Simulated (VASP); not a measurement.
```
Ag
1.0
    0.00000     2.08590     2.08590
    2.08590     0.00000     2.08590
    2.08590     2.08590     0.00000
Ag
1
Direct
  0.00000   0.00000   0.00000
```

The numbers are results of PBE GGA, VASP's PBE PAW potentials (set 64) (plane waves; VASP), not measurements. Run with 400 eV cut-off, 11×11×11 Γ-centred mesh, first-order Methfessel-Paxton smearing of 0.10 eV, potentials Ag.

Task: Give the stress tensor in GPa (positive for a compressed cell).

Result: 
```
-2.13   0.00   0.00
 0.00  -2.13   0.00
 0.00   0.00  -2.13
```
The pressure is its mean diagonal, -2.13 GPa.

The compound is Ag in the fcc structure. The cell was not relaxed at this level.
